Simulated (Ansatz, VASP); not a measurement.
**Cross-check of GdMn between VASP and Ansatz**

Wanted: the spread between two codes on one cell, functional and k mesh. The cell is invented: As first built, before any earlier steps moved the atoms (in the runner's words): it takes the TbMg structure with all of its atoms replaced by other elements, volume scaled by an estimate. It may not be a known or stable phase. The cell is taken from a series of VASP runs on this material, whose earlier steps may have relaxed, scaled or displaced it; both programs get it as it stands. Valence electrons are named where the data sets of a main pair hold unlike numbers.

Main program and level: Ansatz 0.2.0; plane waves, with VASP 6.6.1 beside it; band structure at r2SCAN and single point at r2SCAN.

### Step 1. The starting structure

It takes space group Pm-3m (No. 221, cubic). The conventional cell has a = 3.628 Å, b = 3.628 Å, c = 3.628 Å, α = 90.00°, β = 90.00°, γ = 90.00°. Nearest to Gd lie 8 Mn at 3.14 Å. Mn has 8 Gd at 3.14 Å nearest. As first built, before any earlier steps moved the atoms (in the runner's words): sites of the TbMg structure (space group 221) filled with other elements, volume scaled by an estimate. Farther neighbours are not listed.

### Step 2. VASP: band structure, r2SCAN

A single point gives forces, pressure and levels at one fixed geometry, so differences don't come from the geometry; what else differs is listed under the comparison.

Lines of VASP's logs that name or quote its potential files are left out, and so is its time.

The input, INCAR:

```
SYSTEM = GdMn
PREC = Accurate
ENCUT = 450
EDIFF = 1E-06
NELM = 100
ISMEAR = 0
SIGMA = 0.05
LREAL = .FALSE.
ALGO = Normal
METAGGA = R2SCAN
LASPH = .TRUE.
NBANDS = 28
ISPIN = 2
MAGMOM = 6.711 4.01
LMAXMIX = 6
LORBIT = 11
LWAVE = .FALSE.
LCHARG = .FALSE.
```

The input, POSCAR:

```
GdMn
1.0
    3.6276730206      0.0000000000      0.0000000000
    0.0000000000      3.6276730206      0.0000000000
    0.0000000000      0.0000000000      3.6276730206
Gd Mn
1 1
Direct
    0.5000000000      0.5000000000      0.5000000000
    0.0000000000      0.0000000000      0.0000000000
```

The input, KPOINTS:

```
Automatic mesh
0
Gamma
5 5 5
0 0 0
```

The input, KPOINTS_OPT:

```
Line mode
16
Line-mode
Reciprocal
  0.00000000   0.00000000   0.00000000 GAMMA
  0.00000000   0.50000000   0.00000000 X

  0.00000000   0.50000000   0.00000000 X
  0.50000000   0.50000000   0.00000000 M

  0.50000000   0.50000000   0.00000000 M
  0.00000000   0.00000000   0.00000000 GAMMA

  0.00000000   0.00000000   0.00000000 GAMMA
  0.50000000   0.50000000   0.50000000 R

  0.50000000   0.50000000   0.50000000 R
  0.00000000   0.50000000   0.00000000 X

  0.50000000   0.50000000   0.00000000 M
  0.50000000   0.50000000   0.50000000 R
```

The projector-augmented-wave data sets are Gd and Mn_pv (PBE family, release 64).

Launch:

```
mpirun -np 1 vasp_std
```

Numbers of over 12 decimals in the logs are rounded to 6 here.

The log of the run:

```text
[banner, memory and clock lines left out]
running    1 mpi-ranks, on    1 nodes
 distrk:  each k-point on    1 cores,    1 groups
 distr:  one band on    1 cores,    1 groups

 POSCAR found type information on POSCAR GdMn
 POSCAR found :  2 types and       2 ions
|                                                                             |
|               ----> ADVICE to this user running VASP <----                  |
|                                                                             |
|     You enforced a specific xc type in the INCAR file but a different       |
|     [... a line on the potential file left out ...]
|     I HOPE YOU KNOW WHAT YOU ARE DOING!                                     |
|                                                                             |

 LDA part: xc-table for (None), standard interpolation
 POSCAR, INCAR and KPOINTS ok, starting setup
 FFT: planning ... GRIDC
 FFT: planning ... GRID_SOFT
 FFT: planning ... GRID
 WAVECAR not read
 entering main loop
       N       E                     dE             d eps       ncg     rms          rms(c)
DAV:   1     0.167868416801E+03    0.16787E+03   -0.12860E+04  1720   0.470E+03
DAV:   2    -0.344577554127E+02   -0.20233E+03   -0.18325E+03  1580   0.531E+02
DAV:   3    -0.592077286818E+02   -0.24750E+02   -0.23969E+02  1792   0.126E+02
DAV:   4    -0.623830205240E+02   -0.31753E+01   -0.31352E+01  2196   0.328E+01
DAV:   5    -0.626159100073E+02   -0.23289E+00   -0.23246E+00  1808   0.105E+01    0.789E+01
DAV:   6    -0.597427986849E+02    0.28731E+01   -0.59388E+01  1432   0.168E+02    0.928E+01
DAV:   7    -0.550057235062E+02    0.47371E+01   -0.31145E+01  1856   0.129E+02    0.553E+01
DAV:   8    -0.562460145443E+02   -0.12403E+01   -0.85302E+00  1564   0.563E+01    0.335E+01
DAV:   9    -0.557092844797E+02    0.53673E+00   -0.51877E+00  1736   0.844E+01    0.261E+01
DAV:  10    -0.557113898402E+02   -0.21054E-02   -0.64785E-01  1808   0.125E+01    0.104E+01
DAV:  11    -0.557157699074E+02   -0.43801E-02   -0.20243E-01  1772   0.385E+00    0.880E+00
DAV:  12    -0.556974861336E+02    0.18284E-01   -0.67922E-02  1552   0.248E+00    0.495E+00
DAV:  13    -0.557053291004E+02   -0.78430E-02   -0.11653E-02  1700   0.101E+00    0.331E+00
DAV:  14    -0.557054617318E+02   -0.13263E-03   -0.22209E-02  1764   0.205E+00    0.145E+00
DAV:  15    -0.557060183461E+02   -0.55661E-03   -0.49101E-03  1960   0.918E-01    0.122E+00
DAV:  16    -0.557061656044E+02   -0.14726E-03   -0.84978E-04  1976   0.205E-01    0.765E-01
DAV:  17    -0.557063485809E+02   -0.18298E-03   -0.26106E-04  1836   0.184E-01    0.302E-01
DAV:  18    -0.557064804912E+02   -0.13191E-03   -0.17020E-04  1840   0.169E-01    0.892E-02
DAV:  19    -0.557065008934E+02   -0.20402E-04   -0.50142E-05  1896   0.566E-02    0.683E-02
DAV:  20    -0.557065082349E+02   -0.73416E-05   -0.35116E-06  1288   0.211E-02    0.430E-02
DAV:  21    -0.557065337601E+02   -0.25525E-04   -0.18021E-05  1684   0.725E-02    0.484E-02
DAV:  22    -0.557065323491E+02    0.14110E-05   -0.15646E-06  1124   0.156E-02    0.136E-02
DAV:  23    -0.557065295447E+02    0.28044E-05   -0.37669E-07   712   0.128E-02    0.393E-03
DAV:  24    -0.557065293315E+02    0.21322E-06   -0.34804E-07   716   0.514E-03
   1 F= -.55706529E+02 E0= -.55705364E+02  d E =-.232998E-02  mag=    11.0800
 Start KPOINTS_OPT (optional k-point list driver)
k-point batch [1-10\96]
       N       E                     dE             ncg
DAV:   1    -0.202781646985E+04   -0.39633E+04     1684
DAV:   2    -0.401498364696E+04   -0.19872E+04     1444
DAV:   3    -0.427075279158E+04   -0.25577E+03     1624
DAV:   4    -0.431029098158E+04   -0.39538E+02     2080
DAV:   5    -0.431226850667E+04   -0.19775E+01     1656
DAV:   6    -0.431254301959E+04   -0.27451E+00     1788
DAV:   7    -0.431255477634E+04   -0.11757E-01     1792
DAV:   8    -0.431255572913E+04   -0.95278E-03     1744
DAV:   9    -0.431255579527E+04   -0.66140E-04     1452
DAV:  10    -0.431255580512E+04   -0.98514E-05     1176
DAV:  11    -0.431255580558E+04   -0.46135E-06      748
[...]
k-point batch [91-96\96]
       N       E                     dE             ncg
DAV:   1     0.314386496732E+04   -0.86416E+04     1004
DAV:   2     0.200376372485E+04   -0.11401E+04      892
DAV:   3     0.185561861416E+04   -0.14815E+03      936
DAV:   4     0.183332742429E+04   -0.22291E+02     1292
DAV:   5     0.183215244809E+04   -0.11750E+01     1016
DAV:   6     0.183195112265E+04   -0.20133E+00     1144
DAV:   7     0.183194222324E+04   -0.88994E-02     1008
DAV:   8     0.183194132835E+04   -0.89489E-03     1144
DAV:   9     0.183194128929E+04   -0.39062E-04      968
DAV:  10     0.183194128440E+04   -0.48877E-05      808
DAV:  11     0.183194128413E+04   -0.27640E-06      624
```

From OUTCAR (step 2):

```text
ion  position               nearest neighbor table
   1  0.500  0.500  0.500-   2 3.14   2 3.14   2 3.14   2 3.14   2 3.14   2 3.14   2 3.14   2 3.14

  LATTYP: Found a simple cubic cell.
 ALAT       =     3.6276730206

 Subroutine GETGRP returns: Found 48 space group operations
 (whereof 48 operations were pure point group operations)

The static configuration has the point symmetry O_h .

 Found     10 irreducible k-points:

   k-points           NKPTS =     10   k-points in BZ     NKDIM =     10   number of bands    NBANDS=     28

   dimension x,y,z NGX =    28 NGY =   28 NGZ =   28
   dimension x,y,z NGXF=    56 NGYF=   56 NGZF=   56

   ENCUT  =  450.0 eV  33.07 Ry    5.75 a.u.   6.27  6.27  6.27*2*pi/ulx,y,z

   NELECT =      31.0000    total number of electrons

 k-points in reciprocal lattice and weights: Automatic mesh
   0.00000000  0.00000000  0.00000000       0.008
   0.20000000  0.00000000  0.00000000       0.048
   0.40000000  0.00000000  0.00000000       0.048
   0.20000000  0.20000000  0.00000000       0.096
   0.40000000  0.20000000  0.00000000       0.192
   0.40000000  0.40000000  0.00000000       0.096
   0.20000000  0.20000000  0.20000000       0.064
   0.40000000  0.20000000  0.20000000       0.192
   0.40000000  0.40000000  0.20000000       0.192
   0.40000000  0.40000000  0.40000000       0.064

 average (electrostatic) potential at core
       1 -48.2848       2 -75.8453

 E-fermi :   4.3629

 spin component 1
 k-point     1 :       0.0000    0.0000    0.0000
  band No.  band energies     occupation
    ...
     16       0.4974      1.00000
     17       0.4974      1.00000
     18       1.1565      1.00000
     19       1.1565      1.00000
     20       1.1565      1.00000
     21       5.2414      0.00000
     22       5.2414      0.00000
     23       9.0400      0.00000
     24       9.0400      0.00000
     25       9.0400      0.00000
    ...

 k-point     2 :       0.2000    0.0000    0.0000
  band No.  band energies     occupation
    ...
     16       0.6621      1.00000
     17       0.7048      1.00000
     18       1.1453      1.00000
     19       1.1453      1.00000
     20       1.2137      1.00000
     21       5.0126      0.00000
     22       5.1409      0.00000
     23       7.3338      0.00000
     24       7.3338      0.00000
     25       8.9932      0.00000
    ...

 k-point     3 :       0.4000    0.0000    0.0000
  band No.  band energies     occupation
    ...
     17       1.0728      1.00000
     18       1.1345      1.00000
     19       1.1345      1.00000
     20       1.3060      1.00000
     21       3.2045      1.00000
     22       4.9486      0.00000
     23       6.0824      0.00000
     24       6.0824      0.00000
     25       8.9152      0.00000
     26      10.0294      0.00000
    ...

 k-point     4 :       0.2000    0.2000    0.0000
  band No.  band energies     occupation
    ...
     16       0.7489      1.00000
     17       0.8981      1.00000
     18       1.0445      1.00000
     19       1.1454      1.00000
     20       1.2447      1.00000
     21       4.9193      0.00000
     22       5.2193      0.00000
     23       6.1971      0.00000
     24       7.1226      0.00000
     25       8.4946      0.00000
    ...

 k-point     5 :       0.4000    0.2000    0.0000
  band No.  band energies     occupation
    ...
     17       1.0074      1.00000
     18       1.1332      1.00000
     19       1.1572      1.00000
     20       1.6422      1.00000
     21       3.3154      1.00000
     22       5.3631      0.00000
     23       5.8873      0.00000
     24       6.5788      0.00000
     25       8.4130      0.00000
     26      10.2073      0.00000
    ...

 k-point     6 :       0.4000    0.4000    0.0000
  band No.  band energies     occupation
    ...
     17       0.8361      1.00000
     18       0.9055      1.00000
     19       1.5870      1.00000
     20       2.2187      1.00000
     21       4.1627      1.00000
     22       5.0746      0.00000
     23       6.1044      0.00000
     24       7.4552      0.00000
     25       7.8712      0.00000
     26      10.2776      0.00000
    ...

  Total        0.0192807      0.0192807      0.0192807     -0.0000000     -0.0000000     -0.0000000
  in kB        0.6470651      0.6470651      0.6470651     -0.0000000     -0.0000000     -0.0000000
  external PRESSURE =       0.6470651 kB  Pullay stress =       0.0000000 kB

  energy-cutoff  :      450.00
  volume of cell :       47.74
      direct lattice vectors                 reciprocal lattice vectors
     3.627673021  0.000000000  0.000000000     0.275658802  0.000000000  0.000000000
     0.000000000  3.627673021  0.000000000     0.000000000  0.275658802  0.000000000
     0.000000000  0.000000000  3.627673021     0.000000000  0.000000000  0.275658802

 POSITION                                       TOTAL-FORCE (eV/Angst)
 -----------------------------------------------------------------------------------
      1.81384      1.81384      1.81384         0.000000      0.000000      0.000000
      0.00000      0.00000      0.00000         0.000000      0.000000      0.000000
 -----------------------------------------------------------------------------------
    total drift:                                0.000000      0.000000      0.000000

  FREE ENERGIE OF THE ION-ELECTRON SYSTEM (eV)
  ---------------------------------------------------
  free  energy   TOTEN  =       -55.7065293315 eV

  energy  without entropy=      -55.7041993521  energy(sigma->0) =      -55.70536434

 total charge
# of ion       s       p       d       f       tot
--------------------------------------------------
    1        2.068   5.616   0.550   6.971  15.205
    2        0.397   6.199   4.840   0.000  11.436
--------------------------------------------------
tot          2.465  11.815   5.390   6.971  26.641

 magnetization (x)
# of ion       s       p       d       f       tot
--------------------------------------------------
    1       -0.009  -0.118  -0.019   6.857   6.711
    2        0.057   0.035   3.918   0.000   4.010
--------------------------------------------------
tot          0.047  -0.083   3.899   6.857  10.721

[... 6 further parts left out ...]
```

The magnetic state follows from one typed start and may not be the lowest. The k-mesh is coarse for a metal. Without U or exact exchange, f electrons of an open shell come out too delocalised. Spin-orbit coupling is off here; with elements this heavy it splits and shifts levels by tenths of an eV or more. SCAN-type functionals tend to overstate the moments of itinerant magnets. The PAW data sets were made with PBE, which is usual practice but a small mismatch for other functionals.

(Part 1 of 2 ends here.)

[Lines on the potential files, build, host, timing and source positions are cut from VASP's logs without a mark.]

[Logs are printed without paths, hosts, clocks, repeated set-up lines and the standing remarks that a program may print on its own settings, such as how far it seeks lower states.]

[Hosts, paths, dates, database ids (printed as entryN), source tags and the programs' standing remarks are cut or masked in the printed files.]
